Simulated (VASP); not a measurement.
Here is the system:

```
CELL_PARAMETERS angstrom
      4.58214     0.00000     0.00000
      0.00000     4.58214     0.00000
      0.00000     0.00000     5.77388
ATOMIC_POSITIONS crystal
  Gd 0.50000 0.00000 0.23680
  Gd 0.00000 0.50000 0.76320
  P  0.00000 0.00000 0.00000
  P  0.50000 0.50000 0.00000
```

Computed with PBE GGA, VASP's PBE PAW potentials (set 64) (plane waves; VASP 6.6.1). Numerical set-up: 400 eV cut-off, 5×5×4 Γ-centred mesh, Gaussian smearing of 0.050 eV, potentials Gd_3 P.

The 4f electrons are frozen in the core of the lanthanide potential, so 4f levels, which can set the real gap, and their magnetism are missing.

**Question.** Estimate the energy per atom (σ→0), pressure, largest force, band gap (on the k-mesh) with the smallest direct gap where there is one.

**Answer.** 
```
Item                                                        Result
------------------------  ----------------------------------------
band gap (on the k-mesh)  none (metal, semimetal or under 0.01 eV)
energy per atom (σ→0)                               -5.421 eV/atom
pressure                                                  4.01 GPa
largest force                                           0.199 eV/Å
```

The structure was generated: GdP was put into the litharge type (P4/nmm), which need not be its known phase. The cell was not relaxed at this level.
